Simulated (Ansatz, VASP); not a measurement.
# Cross-check of ZnS between VASP and Ansatz

One calculation is typed for both programs; each brings its own data sets. How far apart do they land? The cell is taken from a series of runs on this material, whose earlier steps may have relaxed, scaled, displaced or heated it; both programs get it as it stands.

Main program and level: Ansatz 0.2.0; plane waves, with VASP 6.6.1 beside it; zone-centre phonons at PBE.

## (1) The structure

Symmetry: F-43m, No. 216, cubic system. Conventional cell: a = 5.404 Å, b = 5.404 Å, c = 5.404 Å, α = 90.00°, β = 90.00°, γ = 90.00°. Nearest to Zn lie 4 S at 2.34 Å. Nearest to S lie 4 Zn at 2.34 Å. Farther neighbours and most contacts between anions are not listed.

Structure file:

```
Zn S
1.0
     0.00000    2.70200    2.70200
     2.70200    0.00000    2.70200
     2.70200    2.70200    0.00000
Zn S
1 1
Direct
  0.25000 0.25000 0.25000
  0.00000 0.00000 0.00000
```

## (2) VASP: zone-centre phonons, PBE

Second derivatives magnify differences that forces hide, and they need a tight electronic threshold.

Lines of VASP's logs that name or quote its potential files are left out, and so is its time.

File INCAR:

```
SYSTEM = ZnS
PREC = Accurate
ENCUT = 500
EDIFF = 1E-08
NELM = 120
ISMEAR = 0
SIGMA = 0.01
LREAL = .FALSE.
ALGO = Normal
GGA = PE
NBANDS = 15
LORBIT = 11
LWAVE = .FALSE.
LCHARG = .FALSE.
ISIF = 2
IBRION = 8
LASPH = .TRUE.
GGA_COMPAT = .FALSE.
EFERMI = MIDGAP
```

File POSCAR:

```
ZnS
1.0
    0.0000000000      2.7020000000      2.7020000000
    2.7020000000      0.0000000000      2.7020000000
    2.7020000000      2.7020000000      0.0000000000
Zn S
1 1
Direct
    0.2500000000      0.2500000000      0.2500000000
    0.0000000000      0.0000000000      0.0000000000
```

File KPOINTS:

```
Automatic mesh
0
Gamma
8 8 8
0 0 0
```

The projector-augmented-wave data sets are Zn and S (PBE family, release 64).

The run is started by

```console
$ mpirun -np 1 vasp_std
```

Numbers of over 12 decimals in the logs are rounded to 6 here.

What it wrote:

```text
[banner, memory and clock lines left out]
running    1 mpi-ranks, on    1 nodes
 distrk:  each k-point on    1 cores,    1 groups
 distr:  one band on    1 cores,    1 groups

 POSCAR found type information on POSCAR ZnS
 POSCAR found :  2 types and       2 ions
 LDA part: xc-table for (Slater+PW92), standard interpolation
 POSCAR, INCAR and KPOINTS ok, starting setup
 FFT: planning ... GRIDC
 FFT: planning ... GRID_SOFT
 FFT: planning ... GRID
 WAVECAR not read
 entering main loop
       N       E                     dE             d eps       ncg     rms          rms(c)
DAV:   1     0.793854301154E+02    0.79385E+02   -0.84229E+03   870   0.137E+03
DAV:   2    -0.208019577068E+01   -0.81466E+02   -0.76171E+02   996   0.263E+02
DAV:   3    -0.722328395085E+01   -0.51431E+01   -0.51207E+01  1087   0.626E+01
DAV:   4    -0.727357052791E+01   -0.50287E-01   -0.50277E-01  1045   0.650E+00
DAV:   5    -0.727419789878E+01   -0.62737E-03   -0.62735E-03  1080   0.687E-01    0.686E+00
DAV:   6    -0.686643914788E+01    0.40776E+00   -0.78908E-01  1293   0.319E+01    0.534E+00
DAV:   7    -0.684705992279E+01    0.19379E-01   -0.26903E-01   989   0.484E+00    0.274E+00
DAV:   8    -0.684642840553E+01    0.63152E-03   -0.53384E-03  1064   0.840E-01    0.744E-01
DAV:   9    -0.684668753175E+01   -0.25913E-03   -0.12486E-03  1017   0.293E-01    0.956E-02
DAV:  10    -0.684685226011E+01   -0.16473E-03   -0.19990E-04  1025   0.135E-01    0.485E-02
DAV:  11    -0.684684863055E+01    0.36296E-05   -0.31040E-05  1087   0.795E-02    0.650E-03
DAV:  12    -0.684684937137E+01   -0.74082E-06   -0.39993E-06  1209   0.226E-02    0.380E-03
DAV:  13    -0.684684935166E+01    0.19701E-07   -0.75637E-07   997   0.990E-03    0.233E-03
DAV:  14    -0.684684934764E+01    0.40277E-08   -0.74430E-08  1066   0.245E-03
   1 F= -.68468493E+01 E0= -.68468493E+01  d E =0.000000E+00
 Linear response reoptimize wavefunctions to high precision
DAV:   1    -0.684684935470E+01   -0.70661E-08   -0.20116E-09   829   0.118E-03
DAV:   2    -0.684684935469E+01    0.11823E-10   -0.46677E-10   673   0.172E-04
 Linear response DOF=           2
 Linear response progress:
  Degree of freedom:   1/  2
       N       E                     dE             d eps       ncg     rms          rms(c)
RMM:   1    -0.211609872205E+00   -0.21161E+00   -0.94390E-03  4019   0.207E+00
RMM:   2    -0.209651434442E+00    0.19584E-02   -0.28656E-03  4586   0.421E-01    0.113E-01
RMM:   3    -0.209379704151E+00    0.27173E-03   -0.55543E-05  5326   0.615E-02    0.668E-02
RMM:   4    -0.208993419524E+00    0.38628E-03   -0.15382E-05  5231   0.293E-02    0.296E-03
RMM:   5    -0.208981619658E+00    0.11800E-04   -0.77814E-07  5532   0.401E-03    0.160E-03
RMM:   6    -0.208981660361E+00   -0.40703E-07   -0.15109E-07  5310   0.228E-03    0.367E-04
RMM:   7    -0.208981387079E+00    0.27328E-06   -0.30858E-08  5603   0.424E-04    0.125E-04
RMM:   8    -0.208981021291E+00    0.36579E-06   -0.24423E-08  5418   0.272E-04    0.409E-05
RMM:   9    -0.208980861886E+00    0.15941E-06   -0.83942E-10  5567   0.755E-05    0.813E-06
RMM:  10    -0.208980894933E+00   -0.33047E-07   -0.12376E-09  5689   0.216E-05    0.366E-06
RMM:  11    -0.208980919481E+00   -0.24548E-07   -0.55240E-10  5432   0.146E-05    0.716E-07
RMM:  12    -0.208980919634E+00   -0.15361E-09   -0.40552E-09  3953   0.777E-06    0.358E-07
 first order change of Fermi-energy   0.29021E+00
 force on displaced ion       1 direction 1 :  -5.824  -0.000  -0.000
 Linear response progress:
  Degree of freedom:   2/  2
       N       E                     dE             d eps       ncg     rms          rms(c)
RMM:   1    -0.106953615630E+00   -0.10695E+00    0.52115E-02  7055   0.223E+00
RMM:   2    -0.104717941439E+00    0.22357E-02   -0.46321E-03  4632   0.632E-01    0.164E-01
RMM:   3    -0.105209612952E+00   -0.49167E-03   -0.28955E-04  4905   0.134E-01    0.818E-02
RMM:   4    -0.105726989435E+00   -0.51738E-03   -0.58454E-05  4994   0.499E-02    0.165E-02
RMM:   5    -0.105774760679E+00   -0.47771E-04   -0.63234E-06  5131   0.138E-02    0.967E-03
RMM:   6    -0.105761267303E+00    0.13493E-04   -0.11445E-06  5064   0.376E-03    0.520E-03
RMM:   7    -0.105764868899E+00   -0.36016E-05   -0.14025E-07  4819   0.150E-03    0.363E-04
RMM:   8    -0.105764136135E+00    0.73276E-06   -0.32897E-08  5224   0.366E-04    0.651E-05
RMM:   9    -0.105763514425E+00    0.62171E-06   -0.18800E-08  5025   0.144E-04    0.560E-05
RMM:  10    -0.105763807356E+00   -0.29293E-06   -0.21644E-08  5237   0.489E-05    0.129E-05
RMM:  11    -0.105763876645E+00   -0.69289E-07   -0.17514E-08  5284   0.208E-05    0.783E-06
RMM:  12    -0.105763871647E+00    0.49976E-08   -0.16117E-08  4845   0.744E-06    0.702E-07
 first order change of Fermi-energy  -0.28988E+00
 force on displaced ion       2 direction 1 :  -5.816  -0.000  -0.000
 Linear response finished
```

OUTCAR, selected parts (step 2):

```text
ion  position               nearest neighbor table
   1  0.250  0.250  0.250-   2 2.34   2 2.34   2 2.34   2 2.34
   2  0.000  0.000  0.000-   1 2.34   1 2.34   1 2.34   1 2.34

  LATTYP: Found a face centered cubic cell.
 ALAT       =     5.4040000000

 Subroutine GETGRP returns: Found 24 space group operations
 (whereof 24 operations were pure point group operations)

The static configuration has the point symmetry T_d .

 Found     29 irreducible k-points:

   k-points           NKPTS =     29   k-points in BZ     NKDIM =     29   number of bands    NBANDS=     15

   dimension x,y,z NGX =    28 NGY =   28 NGZ =   28
   dimension x,y,z NGXF=    56 NGYF=   56 NGZF=   56

   ENCUT  =  500.0 eV  36.75 Ry    6.06 a.u.   6.97  6.97  6.97*2*pi/ulx,y,z

   NELECT =      18.0000    total number of electrons

 k-points in reciprocal lattice and weights: Automatic mesh
   0.00000000  0.00000000  0.00000000       0.002
   0.12500000  0.00000000  0.00000000       0.016
   0.25000000  0.00000000  0.00000000       0.016
   0.37500000  0.00000000  0.00000000       0.016
   0.50000000  0.00000000  0.00000000       0.008
   0.12500000  0.12500000  0.00000000       0.012
   0.25000000  0.12500000  0.00000000       0.047
   0.37500000  0.12500000  0.00000000       0.047
   0.50000000  0.12500000  0.00000000       0.047
[...]
-0.37500000  0.50000000  0.12500000       0.023
  -0.25000000  0.50000000  0.25000000       0.012

 average (electrostatic) potential at core
       1 -36.2567       2 -88.5775

  Total        0.4329884      0.4329884      0.4329884      0.0000000      0.0000000      0.0000000
  in kB       17.5833184     17.5833184     17.5833184      0.0000000      0.0000000      0.0000000
  external PRESSURE =      17.5833184 kB  Pullay stress =       0.0000000 kB

  energy-cutoff  :      500.00
  volume of cell :       39.45
      direct lattice vectors                 reciprocal lattice vectors
     0.000000000  2.702000000  2.702000000    -0.185048113  0.185048113  0.185048113
     2.702000000  0.000000000  2.702000000     0.185048113 -0.185048113  0.185048113
     2.702000000  2.702000000  0.000000000     0.185048113  0.185048113 -0.185048113

 POSITION                                       TOTAL-FORCE (eV/Angst)
 -----------------------------------------------------------------------------------
      1.35100      1.35100      1.35100        -0.000000     -0.000000     -0.000000
      0.00000      0.00000      0.00000         0.000000      0.000000      0.000000
 -----------------------------------------------------------------------------------
    total drift:                               -0.000000     -0.000000     -0.000000

 Eigenvectors and eigenvalues of the dynamical matrix
 ----------------------------------------------------

   1 f  =    8.130066 THz    51.082708 2PiTHz  271.189796 cm-1    33.623234 meV
             X         Y         Z           dx          dy          dz
      1.351000  1.351000  1.351000     0.571876   -0.048056    0.000000
      0.000000  0.000000  0.000000    -0.816055    0.068575    0.000000

   2 f  =    8.130066 THz    51.082708 2PiTHz  271.189796 cm-1    33.623234 meV
             X         Y         Z           dx          dy          dz
      1.351000  1.351000  1.351000     0.000000    0.000000   -0.573892
      0.000000  0.000000  0.000000     0.000000    0.000000    0.818931

   3 f  =    8.130066 THz    51.082708 2PiTHz  271.189796 cm-1    33.623234 meV
             X         Y         Z           dx          dy          dz
      1.351000  1.351000  1.351000     0.048056    0.571876   -0.000000
      0.000000  0.000000  0.000000    -0.068575   -0.816055   -0.000000

   4 f/i=    0.002778 THz     0.017454 2PiTHz    0.092658 cm-1     0.011488 meV
             X         Y         Z           dx          dy          dz
      1.351000  1.351000  1.351000    -0.290291    0.724947    0.246641
      0.000000  0.000000  0.000000    -0.203431    0.508029    0.172841

   5 f/i=    0.002778 THz     0.017454 2PiTHz    0.092658 cm-1     0.011488 meV
             X         Y         Z           dx          dy          dz
      1.351000  1.351000  1.351000     0.552465    0.380921   -0.469393
      0.000000  0.000000  0.000000     0.387157    0.266942   -0.328942

   6 f/i=    0.002778 THz     0.017454 2PiTHz    0.092658 cm-1     0.011488 meV
             X         Y         Z           dx          dy          dz
      1.351000  1.351000  1.351000     0.530247    0.000000    0.624089
      0.000000  0.000000  0.000000     0.371587    0.000000    0.437350

 ELASTIC MODULI CONTR FROM IONIC RELAXATION (kBar)
 Direction    XX          YY          ZZ          XY          YZ          ZX
 --------------------------------------------------------------------------------
 XX          -0.0000      0.0000      0.0000     -0.0000      0.0000      0.0000
 YY           0.0000     -0.0000      0.0000     -0.0000     -0.0000      0.0000
 ZZ           0.0000      0.0000     -0.0000      0.0000     -0.0000      0.0000
 XY          -0.0000     -0.0000      0.0000   -216.8581     -0.0000      0.0000
 YZ           0.0000     -0.0000     -0.0000     -0.0000   -216.8581      0.0000
 ZX           0.0000      0.0000      0.0000      0.0000      0.0000   -216.8581
 --------------------------------------------------------------------------------
```

## (3) Ansatz: zone-centre phonons, PBE

Ansatz runs on its default PAW (the set named soft_2) files.

The same cell, functional and mesh now go to Ansatz, which takes its cutoff from its data sets.

File input.yaml:

```yaml
crystal:
  lattice:
    - [0.0, 2.702, 2.702]
    - [2.702, 0.0, 2.702]
    - [2.702, 2.702, 0.0]
  atoms:
    - { symbol: Zn, position: [0.25, 0.25, 0.25] }
    - { symbol: S, position: [0.0, 0.0, 0.0] }
kpoints:
  mp_grid: { grid: [8, 8, 8] }
hamiltonian:
  xc: pbe
scf:
  occupations: { method: fixed }
output:
  eigenvalues: true
phonons:
  method: dfpt
```

The run is started by

```console
$ ansatz run input.yaml --threads 4 --pin off --max-ram 7168MiB --backend cpu --events-out ev --progress --plain --runs-dir out
```

What it wrote:

```text
zone centre: on kpoints.mp_grid the ground state, and the responses unless they are solved on pairs of k-points, stand on 59 of the mesh's 512 k-points, reduced under 8 symmetry operations, with k and −k counted as one. Each operation leaves every solved displacement unchanged or reverses it
Engine: ansatz 0.2.0, aarch64-unknown-linux-gnu
Pseudopotentials: kind: paw
Pseudopotential: Zn, paw, valence charge 12, recommended cutoff 420 eV (normal), Zn.paw.azcp
Pseudopotential: S, paw, valence charge 6, recommended cutoff 420 eV (normal), S.paw.azcp
Functional definition: PBE
  parameter kappa = 0.804
  parameter beta = 0.066725
  exchange = pbe_x(kappa = kappa, mu = beta*pi^2/3)
  correlation = pbe_c(beta = beta)
Crystal: 2 atoms, lattice volume = 39.454 Å³
Basis set: ecut = 420 eV, 749 PW (Γ), exchange–correlation on 54×54×54 points (8 copies of the dense FFT grid, shifted against one another)
Bands: 13, of which v1, the nominal top of the filled ones, is band 9 counted from 1 (8 counted from 0)
Symmetry: 24 space group operations
k-points: 59 of 512 (irreducible under 8 space group operations, time reversal used)
Non-local potential: Zn, projectors of the file, l = 0: 2, l = 1: 2, l = 2: 3, l = 3: 1
Non-local potential: S, projectors of the file, l = 0: 2, l = 1: 2, l = 2: 2
PAW form: soft (Blöchl's): semilocal exchange-correlation on the pseudo side does not see the compensation charge
PAW one-centre angular grid: Zn, 590 points (default); XC on 64 Gauss nodes
PAW one-centre angular grid: S, 110 points (default); XC on 64 Gauss nodes
Initial density: superposition of atomic densities (neutral atoms: chi_scale 0, normalization atom), corrected by the library's trained network
Initial wavefunctions: pseudopotential atomic-orbital guess
Functional: x = pbe(κ = 0.804, μ = 0.219515), c = pbe(β = 0.066725)
SCF iter   1: F=—  HF=-4222.729740 eV  |F-HF|=—  |Δ(HF+E_count)|=         —  Δρ=5.91e-4  dr2=1.79e-4  ethr=1.77e-3  ⟨swp⟩=4.9  Hψ=4059  notcnv=0  defer=110
preconditioner: auto → none  [insulator: Δε(μ)=2.102 eV  Ē_g=12.204 eV  n_scr=14 (ndim 8)  ℏωp=25.1 eV  f_vac=0.026  ε∞_Penn≈5.2]
SCF iter   2: F=—  HF=-4222.729843 eV  |F-HF|=—  |Δ(HF+E_count)|=   1.03e-4  Δρ=4.98e-4  dr2=4.57e-5  ethr=9.94e-7  ⟨swp⟩=2.3  Hψ=1956  notcnv=0  defer=112
SCF iter   3: F=—  HF=-4222.729866 eV  |F-HF|=—  |Δ(HF+E_count)|=   2.29e-5  Δρ=1.52e-4  dr2=6.28e-6  ethr=2.54e-7  ⟨swp⟩=2.0  Hψ=1248  notcnv=0  defer=108
SCF iter   4: F=—  HF=-4222.729873 eV  |F-HF|=—  |Δ(HF+E_count)|=   7.49e-6  Δρ=6.64e-5  dr2=8.67e-7  ethr=3.49e-8  ⟨swp⟩=2.0  Hψ=1239  notcnv=0
SCF iter   5: F=—  HF=-4222.729877 eV  |F-HF|=—  |Δ(HF+E_count)|=   3.64e-6  Δρ=3.05e-5  dr2=2.69e-7  ethr=4.82e-9  ⟨swp⟩=2.0  Hψ=1298  notcnv=0
SCF iter   6: F=—  HF=-4222.729877 eV  |F-HF|=—  |Δ(HF+E_count)|=   3.99e-7  Δρ=3.44e-6  dr2=2.15e-9  ethr=1.50e-9  ⟨swp⟩=2.9  Hψ=1298  notcnv=0
SCF iter   7: F=-4222.729877 eV  HF=-4222.729877 eV  |F-HF|=4.91e-11  |Δ(HF+E_count)|=   8.84e-9  Δρ=5.13e-7  dr2=8.47e-11  ethr=1.00e-12  ⟨swp⟩=6.6  Hψ=5288  notcnv=0
SCF 1 converged in 7 iterations: F = -4222.729877 eV  dr2 = 8.47e-11
  greatest PAW one-centre occupation: 0.983 electrons in one spin orbital (limit 2), on the Zn atom at site 0 (counted from 0), in its partial waves of l = 2
DFPT response loops at Γ: preconditioner auto → none (the input reference at scf.mixing.eps_inf says where Resta's filter doesn't serve); β = 0.50; Broyden in place of MSR1
SCF converged after 7 iterations
Free energy (F): -4222.729877 eV
Harris-Foulkes:  -4222.729877 eV  (|F-HF|=4.91e-11)
Internal energy: -4222.729877 eV  (E = F + TS)
E sigma→0 (E₀):  -4222.729877 eV
Fermi energy:    5.786927 eV
--- Per-component energies (eV) ---
  E_band       = 5.106204
  E_kinetic    = 238.366161
  E_local      = -2040.910389  (includes V_loc(G=0)·N_el)
  E_nonlocal   = 642.718009
  E_hartree    = 853.403319
  E_xc         = -234.430540
  E_vxc        = -139.592523  (∫ρ·V_xc dr)
  E_paw        = -2428.496782  (= ΣΔE_a)
  E_vpaw       = -402.281180  (= ΣTr[D̂ρ^β])
  E_aug_tail   = -0.000361  (compensation charges beyond the density's cutoff)
  E_ewald      = -1253.379294
  E_smearing   = -0.000000  (= −TS)
  E_closure    = -0.000000  (closes the sum)
  Σ components = -4222.729877   (vs F -4222.729877, Δ=0.00e0)
--- Band table (eV; the first three rows and the last of 59) ---
  k-point 0: bands = [... 5 lower, -0.0477, 5.7869, 5.7869, 5.7869, 7.8962, 12.1563, 12.1563, 12.1563]
  k-point 1: bands = [... 5 lower, -0.0494, 4.6734, 5.6395, 5.6395, 8.7155, 12.0651, 12.4084, 12.4084]
  k-point 2: bands = [... 5 lower, -0.0462, 2.9561, 5.3183, 5.3183, 9.2576, 12.7045, 12.7768, 12.7768]
  k-point 58: bands = [... 5 lower, 0.3519, 1.1988, 3.0384, 3.0748, 11.4755, 11.8100, 13.6385, 13.9794]
--- Phonons (Γ-DFPT): 2 representative perturbations + reference, on 59 of 512 k-points (Σ response iterations 6) ---
  k mesh reduced under 8 symmetry operations, with k and −k counted as one. Each operation leaves every solved displacement unchanged or reverses it
  ASR residual: 4.313e-4 → 0.000e0 eV/Å²; symmetrization residual: 6.108e-7 eV/Å²
  ASR residual per site (eV/Å²): 1.37e-4 4.31e-4
  Γ frequencies (cm⁻¹): 0.00 0.00 0.00 270.38 270.38 270.38
  non-analytic LO–TO correction: not included (Born effective charges unavailable; polar crystals: no LO–TO splitting at Γ)
```

Reading the cycles: dr2 is the Hartree energy of the density residual (eV), the measure of convergence; HF is the Harris–Foulkes estimate of the energy, which meets the free energy F at convergence.

## (4) Comparison

Known differences besides the potentials themselves: fixed occupations in Ansatz, narrow Gaussian smearing in VASP; the cutoff is 420 eV in Ansatz and 500 eV in VASP. Total energies have different zeros and are not compared.

Compared:

```
                  quantity  Ansatz   VASP  difference
optical mode 1 to 3 (cm⁻¹)   270.4  271.2     -0.30 %
```

Modes are paired by rising frequency, not by their patterns, so a pair may set unlike modes beside each other; they are those without the splitting of longitudinal modes.

## (5) Outcome

| Item | Value |
| --- | --- |
| r.m.s. difference of the optical zone-centre modes, each program's sorted by frequency (zone-centre phonons, PBE) | 0.81 cm⁻¹ |

What this shows: The r.m.s. difference of the optical zone-centre modes, each program's sorted by frequency is 0.81 cm⁻¹ (zone-centre phonons, PBE). How closely two codes agree says nothing of how well the functional describes the real material.

[Lines on the potential files, build, host, timing and source positions are cut from VASP's logs without a mark.]

[Logs are printed without paths, hosts, clocks, repeated set-up lines and the standing remarks that a program may print on its own settings, such as how far it seeks lower states.]

[Hosts, paths, dates, database ids (printed as entryN), source tags and the programs' standing remarks are cut or masked in the printed files.]
